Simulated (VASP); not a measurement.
Input:

```
AgI
1.0
    2.27838    -3.94626     0.00000
    2.27838     3.94626     0.00000
    0.00000     0.00000     7.43861
Ag I
2 2
Cartesian
  2.27838  -1.31542   3.71991
  2.27838   1.31542   0.00061
  2.27838  -1.31542   6.50817
  2.27838   1.31542   2.78887
```

These are PBEsol GGA, VASP's PBE PAW potentials (set 64) (plane waves; VASP) values and carry that method's errors. Numerical set-up: 400 eV cut-off, 10×10×6 Γ-centred mesh, Gaussian smearing of 0.010 eV, potentials Ag I.

Question: The job: AgI (wurtzite), 4 atoms, PBEsol, optics run with many empty bands, 400 eV, 10×10×6 Γ-centred mesh. Roughly how much core time does it take on a busy server core?

Answer: About 3 core-minutes (one run on a shared machine, a rough figure). It had 56 irreducible k-points, 66 bands, up to 2472 plane waves and 15 electronic steps.

The compound is AgI in the wurtzite structure. It was relaxed first.
